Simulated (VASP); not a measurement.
# NbB2 (P6/mmm) in VASP: notebook

Runs on NbB2. Level: LDA. Tasks: relaxation of cell and atoms.

All numbers are computed with VASP 6.6.1; they aren't measurements. Logs are shortened: lines on timing, memory, paths and dates and some standing lists are left out, and cuts for length are marked.

**1. Starting point**

It takes space group P6/mmm (No. 191, hexagonal). Conventional cell: a = 3.086 Å, b = 3.086 Å, c = 3.306 Å, α = 90.00°, β = 90.00°, γ = 120.00°. Around Nb (site symmetry 6/mmm) lie 12 B at 2.43 Å. Around B (site symmetry -6m2) lie 3 B at 1.78 Å.

**2. Relaxation of cell and atoms, LDA**

Contents of INCAR:

```
SYSTEM = NbB2
PREC     = Accurate       ! precision mode
ENCUT    = 520            ! plane-wave cutoff, eV
EDIFF    = 1E-7           ! SCF threshold, eV
ISMEAR   = 0              ! smearing method
SIGMA    = 0.1            ! smearing width, eV
LREAL    = .False.        ! projectors in reciprocal space
LASPH    = .True.         ! aspherical terms in the spheres
NELM     = 80             ! most SCF steps
ALGO     = Fast           ! electronic algorithm
ISIF     = 3              ! what is computed and relaxed
LWAVE    = .False.        ! write WAVECAR
LCHARG   = .False.        ! write CHGCAR
GGA      = CA             ! functional
IBRION   = 2              ! ionic algorithm
NSW      = 80             ! ionic steps
EDIFFG   = -0.002         ! ionic threshold
```

Contents of KPOINTS:

```
regular mesh
0
Gamma
  15 15 12
  0 0 0
```

Contents of POSCAR:

```
NbB2
1.0
    3.0860000000      0.0000000000      0.0000000000
   -1.5430000000      2.6725544000      0.0000000000
    0.0000000000      0.0000000000      3.3060000000
Nb B
1 2
Direct
    0.0000000000      0.0000000000      0.0000000000
    0.3333333300      0.6666666700      0.5000000000
    0.6666666700      0.3333333300      0.5000000000
```

Potentials or basis: VASP PAW LDA potentials, release 64 (Nb_sv, B).

The run is started by

```bash
$ cat potpaw_LDA.64/Nb_sv/POTCAR potpaw_LDA.64/B/POTCAR > POTCAR
$ mpirun -np 1 vasp_std > vasp.out
```

OUTCAR:

```text
SYSTEM = NbB2
   PREC = Accurate
   ENCUT = 520
   EDIFF = 1E-7
   ISMEAR = 0
   LREAL = .False.
   LASPH = .True.
   NELM = 80
   ISIF = 3
   GGA = CA
   IBRION = 2
   NSW = 80
   EDIFFG = -0.002

 ion  position               nearest neighbor table
   1  0.000  0.000  0.000-   2 2.43   3 2.43   2 2.43   3 2.43   3 2.43   3 2.43   2 2.43   2 2.43
                             3 2.43   3 2.43   2 2.43   2 2.43
   2  0.333  0.667  0.500-   3 1.78   3 1.78   3 1.78   1 2.43   1 2.43   1 2.43   1 2.43   1 2.43
                             1 2.43
   3  0.667  0.333  0.500-   2 1.78   2 1.78   2 1.78   1 2.43   1 2.43   1 2.43   1 2.43   1 2.43
                             1 2.43

  LATTYP: Found a hexagonal cell.
 ALAT       =     3.0860000000
 C/A-ratio  =     1.0712896954

  Lattice vectors:

 A1 = (   3.0860000000,   0.0000000000,   0.0000000000)
 A2 = (  -1.5430000000,   2.6725544000,   0.0000000000)
 A3 = (   0.0000000000,   0.0000000000,   3.3060000000)

Analysis of symmetry for initial positions (statically):
=====================================================================
 Subroutine PRICEL returns:
 Original cell was already a primitive cell.

 Routine SETGRP: Setting up the symmetry group for a
 hexagonal supercell.

 Subroutine GETGRP returns: Found 24 space group operations
 (whereof 24 operations were pure point group operations)
 out of a pool of 24 trial point group operations.

The static configuration has the point symmetry D_6h.

Analysis of symmetry for dynamics (positions and initial velocities):
=====================================================================
 Subroutine PRICEL returns:
 Original cell was already a primitive cell.

 Routine SETGRP: Setting up the symmetry group for a
 hexagonal supercell.

 Subroutine GETGRP returns: Found 24 space group operations
 (whereof 24 operations were pure point group operations)
 out of a pool of 24 trial point group operations.

The dynamic configuration has the point symmetry D_6h.

 Subroutine INISYM returns: Found 24 space group operations
 (whereof 24 operations are pure point group operations),
 and found     1 'primitive' translations

----------------------------------------------------------------------------------------

                                     Primitive cell

  volume of cell :      27.2662

  direct lattice vectors                    reciprocal lattice vectors
     3.086000000  0.000000000  0.000000000     0.324044070  0.187086931  0.000000000
    -1.543000000  2.672554400  0.000000000     0.000000000  0.374173862  0.000000000
     0.000000000  0.000000000  3.306000000     0.000000000  0.000000000  0.302480339
[... 113 lines left out ...]
   AEXX    =    0.0000 exact exchange contribution
   IVDW    =     0    specifies the selected vdW correction
   LEPSILON=     F    determine dielectric tensor
   LRPA    =     F    only Hartree local field effects (RPA)
 conjugate gradient relaxation of ions
 non-spin polarized calculation
 RMM-DIIS sequential band-by-band and
 Gauss-broadening in eV      SIGMA  =   0.10
  energy-cutoff  :      520.00
  volume of cell :       27.27
 maximum number of plane-waves:       752
 NGX is ok and might be reduce to    24
   NGX = 11   NGY = 11   NGZ = 13

--------------------------------------- Ionic step        1  -------------------------------------------

 number of electron      19.0000002 magnetization

 Free energy of the ion-electron system (eV)
  ---------------------------------------------------
  ext. energy  EPLUGINS =         0.00000000
  ---------------------------------------------------
  free energy    TOTEN  =       -28.54864428 eV

  energy without entropy =      -28.54437527  energy(sigma->0) =      -28.54650978

------------------------ aborting loop because EDIFF is reached ----------------------------------------

  FORCE on cell =-STRESS in cart. coord.  units (eV):
  Direction    XX          YY          ZZ          XY          YZ          ZX
  --------------------------------------------------------------------------------------
  -------------------------------------------------------------------------------------
  Total       -0.7808860     -0.7808860     -0.9858788      0.0000000      0.0000000      0.0000000
  in kB      -45.8852263    -45.8852264    -57.9307040      0.0000000      0.0000000      0.0000000
  external PRESSURE =     -49.9003856 kB  Pullay stress =       0.0000000 kB
[... 246 lines left out ...]
--------------------------------------- Ionic step        8  -------------------------------------------

 number of electron      19.0000002 magnetization

 Free energy of the ion-electron system (eV)
  ---------------------------------------------------
  ext. energy  EPLUGINS =         0.00000000
  ---------------------------------------------------
  free energy    TOTEN  =       -28.55612098 eV

  energy without entropy =      -28.55184543  energy(sigma->0) =      -28.55398320

 E-fermi :  12.9446     XC(G=0): -13.3704

 val. band max:       12.9405609579   @ k =   0.0000   0.0000   0.1667
 cond. band min:      12.9542087837   @ k =   0.3333   0.0667   0.1667
 fundamental gap:      0.0136478257
 Fermi energy:        12.9446078224

 k-point     1 :       0.0000    0.0000    0.0000
  band No.  band energies     occupation
      1     -42.4764      2.00000
      2     -18.8355      2.00000
      3     -18.3556      2.00000
      4     -18.3556      2.00000
      5      -1.3950      2.00000
      6       8.4710      2.00000
      7       8.4710      2.00000
      8       8.5221      2.00000
      9       9.8014      2.00000
     10      14.2461      0.00000
     11      14.2461      0.00000
     12      16.1655      0.00000
     13      16.1655      0.00000
[... 354 lines left out ...]
  band No.  band energies     occupation
      1     -42.3662      2.00000
      2     -19.0848      2.00000
      3     -18.7329      2.00000
      4     -18.6792      2.00000
      5       2.9880      2.00000
      6       3.4262      2.00000
      7       5.8552      2.00000
      8       8.1433      2.00000
      9      10.5368      2.00000
     10      11.1095      2.00000
     11      13.9906      0.00000
     12      15.1598      0.00000
     13      18.3006      0.00000

 [... further k-points ...]

------------------------ aborting loop because EDIFF is reached ----------------------------------------

  FORCE on cell =-STRESS in cart. coord.  units (eV):
  Direction    XX          YY          ZZ          XY          YZ          ZX
  --------------------------------------------------------------------------------------
  -------------------------------------------------------------------------------------
  Total       -0.0033872     -0.0033872     -0.0026528      0.0000000      0.0000000     -0.0000000
  in kB       -0.2023801     -0.2023801     -0.1584984      0.0000000      0.0000000     -0.0000000
  external PRESSURE =      -0.1877529 kB  Pullay stress =       0.0000000 kB
[... 18 lines left out ...]
  FREE ENERGIE OF THE ION-ELECTRON SYSTEM (eV)
  ---------------------------------------------------
  free  energy   TOTEN  =       -28.5561209766 eV

  energy  without entropy=      -28.5518454268  energy(sigma->0) =      -28.55398320

 reached required accuracy - stopping structural energy minimisation
```

OSZICAR:

```text
N       E                     dE             d eps       ncg     rms          rms(c)
DAV:   1     0.159200615329E+03    0.15920E+03   -0.10036E+04  4930   0.145E+03
DAV:   2    -0.218738661985E+02   -0.18107E+03   -0.17603E+03  5892   0.521E+02
DAV:   3    -0.315394557248E+02   -0.96656E+01   -0.94547E+01  7545   0.961E+01
DAV:   4    -0.320118978085E+02   -0.47244E+00   -0.47119E+00  7470   0.205E+01
[... 139 lines left out ...]
DAV:   1    -0.285561343401E+02   -0.15828E-04   -0.42948E-04  6496   0.347E-01    0.306E-02
RMM:   2    -0.285561217325E+02    0.12608E-04   -0.37702E-05  5351   0.918E-02    0.842E-03
RMM:   3    -0.285561208743E+02    0.85817E-06   -0.13500E-05  6269   0.392E-02    0.408E-03
RMM:   4    -0.285561208800E+02   -0.56334E-08   -0.28207E-06  6179   0.160E-02    0.111E-03
RMM:   5    -0.285561209766E+02   -0.96601E-07   -0.94991E-07  4895   0.872E-03
   8 F= -.28556121E+02 E0= -.28553983E+02  d E =-.155074E-05
```

Run time: 3.7 min. Hardware: 1 thread of Intel Xeon 6975P-C (Granite Rapids), shared host; peak memory 0.2 GiB.

Results:

| Property | Result |
| --- | --- |
| Free energy | -28.5561 eV |
| Relaxed volume | 8.94 Å³/atom |
| Relaxed cell | a = 3.074 Å, b = 3.074 Å, c = 3.276 Å, α = 90.00°, β = 90.00°, γ = 120.00° |
| Space group after relaxing (to 0.05 Å) | P6/mmm (No. 191) |
| Energy gained by relaxing | 2.5 meV/atom |
| Ionic steps | 8 |
| Pressure after relaxing | 0.0 GPa |
| Band gap on the k mesh | none (metal or under the smearing width) |

Step by step:
| step | energy change (eV) | largest force (eV/Å) | pressure (GPa) | volume (Å³) |
| --- | --- | --- | --- | --- |
| 1 | 0.0000 | 0.0000 | -4.99 | 27.27 |
| 2 | 0.0089 | 0.0000 | 8.15 | 26.16 |
| 3 | -0.0072 | 0.0000 | 0.04 | 26.82 |
| 4 | -0.0072 | 0.0000 | 0.12 | 26.81 |
| 5 | -0.0075 | 0.0000 | 0.08 | 26.81 |
| 6 | -0.0075 | 0.0000 | 0.07 | 26.81 |
| 7 | -0.0075 | 0.0000 | -0.09 | 26.82 |
| 8 | -0.0075 | 0.0000 | -0.02 | 26.82 |

Final structure:
```yaml
crystal:
  lattice:
    - [3.07422, 0.00000, 0.00000]
    - [-1.53711, 2.66236, 0.00000]
    - [0.00000, 0.00000, 3.27631]
  atoms:
    - { symbol: Nb, position: [0.00000, 0.00000, 0.00000] }
    - { symbol: B, position: [0.33333, 0.66667, 0.50000] }
    - { symbol: B, position: [0.66667, 0.33333, 0.50000] }
```

**3. Relaxation of cell and atoms, LDA**

This run uses another cell than the first one, of 8.94 Å³/atom, 0.983 times its volume.

INCAR is that of step 2.

KPOINTS is that of step 2.

Contents of POSCAR:

```
NbB2                                    
1.0
    3.0742243791      0.0000000000      0.0000000000
   -1.5371121896      2.6623564131     -0.0000000000
   -0.0000000000      0.0000000000      3.2763133732
  Nb              B             
     1     2
Direct
     0.0000000000000000    0.0000000000000000    0.0000000000000000
     0.3333333300000021    0.6666666699999979    0.5000000000000000
     0.6666666699999979    0.3333333300000021    0.5000000000000000
```

Potentials or basis: VASP PAW LDA potentials, release 64 (Nb_sv, B).

The run is started by

```bash
$ cat potpaw_LDA.64/Nb_sv/POTCAR potpaw_LDA.64/B/POTCAR > POTCAR
$ mpirun -np 1 vasp_std > vasp.out
```

OUTCAR:

```text
SYSTEM = NbB2
   PREC = Accurate
   ENCUT = 520
   EDIFF = 1E-7
   ISMEAR = 0
   LREAL = .False.
   LASPH = .True.
   NELM = 80
   ISIF = 3
   GGA = CA
   IBRION = 2
   NSW = 80
   EDIFFG = -0.002

 ion  position               nearest neighbor table
   1  0.000  0.000  0.000-   2 2.42   3 2.42   2 2.42   3 2.42   3 2.42   3 2.42   2 2.42   2 2.42
                             3 2.42   3 2.42   2 2.42   2 2.42
   2  0.333  0.667  0.500-   3 1.77   3 1.77   3 1.77   1 2.42   1 2.42   1 2.42   1 2.42   1 2.42
[... 589 lines left out ...]
  FORCE on cell =-STRESS in cart. coord.  units (eV):
  Direction    XX          YY          ZZ          XY          YZ          ZX
  --------------------------------------------------------------------------------------
  -------------------------------------------------------------------------------------
  Total       -0.0024471     -0.0024471     -0.0016158      0.0000000     -0.0000000      0.0000000
  in kB       -0.1462111     -0.1462111     -0.0965425      0.0000000     -0.0000000      0.0000000
  external PRESSURE =      -0.1296549 kB  Pullay stress =       0.0000000 kB

 VOLUME and BASIS-vectors are now :
 -----------------------------------------------------------------------------
  energy-cutoff  :      520.00
  volume of cell :       26.82
      direct lattice vectors                 reciprocal lattice vectors
     3.074224379  0.000000000  0.000000000     0.325285300  0.187803555  0.000000000
    -1.537112190  2.662356413  0.000000000     0.000000000  0.375607111  0.000000000
     0.000000000  0.000000000  3.276313373     0.000000000  0.000000000  0.305221109

 POSITION                                       TOTAL-FORCE (eV/Angst)
 -----------------------------------------------------------------------------------
      0.00000      0.00000      0.00000        -0.000000      0.000000      0.000000
     -0.00000      1.77490      1.63816         0.000000     -0.000000      0.000000
      1.53711      0.88745      1.63816         0.000000      0.000000     -0.000000
 -----------------------------------------------------------------------------------
    total drift:                               -0.000000     -0.000000     -0.000000

  FREE ENERGIE OF THE ION-ELECTRON SYSTEM (eV)
  ---------------------------------------------------
  free  energy   TOTEN  =       -28.5557802062 eV

  energy  without entropy=      -28.5515045851  energy(sigma->0) =      -28.55364240

 reached required accuracy - stopping structural energy minimisation
```

OSZICAR:

```text
N       E                     dE             d eps       ncg     rms          rms(c)
DAV:   1     0.160985944257E+03    0.16099E+03   -0.10098E+04  4914   0.145E+03
DAV:   2    -0.216588601248E+02   -0.18264E+03   -0.17753E+03  5934   0.524E+02
DAV:   3    -0.315248900487E+02   -0.98660E+01   -0.95518E+01  7375   0.962E+01
[... 28 lines left out ...]
RMM:  32    -0.285557796220E+02   -0.34278E-06   -0.34837E-06  4222   0.828E-03    0.515E-03
RMM:  33    -0.285557798113E+02   -0.18933E-06   -0.23768E-06  4085   0.737E-03    0.380E-03
RMM:  34    -0.285557799768E+02   -0.16545E-06   -0.18003E-06  3976   0.631E-03    0.382E-03
RMM:  35    -0.285557801367E+02   -0.15990E-06   -0.13483E-06  3891   0.549E-03    0.480E-03
RMM:  36    -0.285557802062E+02   -0.69512E-07   -0.93633E-07  3694   0.448E-03
   1 F= -.28555780E+02 E0= -.28553642E+02  d E =-.285558E+02
```

It took 45 s on 1 thread of Intel Xeon 6975P-C (Granite Rapids), shared host; peak memory 0.18 GiB.

What came out:

* Free energy: -28.5558 eV
* Pressure after relaxing: 0.0 GPa
* Band gap on the k mesh: none (metal or under the smearing width)

Final structure:
```
CELL_PARAMETERS angstrom
3.07422 0.00000 0.00000
-1.53711 2.66236 0.00000
0.00000 0.00000 3.27631
ATOMIC_POSITIONS crystal
Nb 0.00000 0.00000 0.00000
B 0.33333 0.66667 0.50000
B 0.66667 0.33333 0.50000
```

Caveat: the relaxation stopped at its first step, so nothing moved.
